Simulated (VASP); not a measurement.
Data:

```
AuBe5
1.0
    0.00000     3.04889     3.04889
    3.04889     0.00000     3.04889
    3.04889     3.04889     0.00000
Be Au
5 1
Direct
  0.25000   0.25000   0.25000
  0.62476   0.62476   0.62476
  0.12573   0.62476   0.62476
  0.62476   0.12573   0.62476
  0.62476   0.62476   0.12573
  0.00000   0.00000   0.00000
```

Calculation: r2SCAN meta-GGA, VASP's PBE PAW potentials (set 64) (plane waves; VASP). Settings: 400 eV cut-off, 10×10×10 Γ-centred mesh, tetrahedra with Blöchl corrections, potentials Be Au.

Unless said otherwise, spin-orbit coupling is left out, though it shifts the bands of the heavy elements here.

Task: What does the run give for the energy per atom (σ→0), band gap (over mesh and band path) with the smallest direct gap where there is one?

Result: 
```
Property                                                              Result
----------------------------------  ----------------------------------------
band gap (over mesh and band path)  none (metal, semimetal or under 0.01 eV)
energy per atom (σ→0)                                        -12142 meV/atom
```

Total energies compare only between runs with the same potentials, cut-off and functional.

The compound is Be5Au in the sg216 structure. It was relaxed first. The electron count is odd and the run is not spin-polarised, which forces a metal.
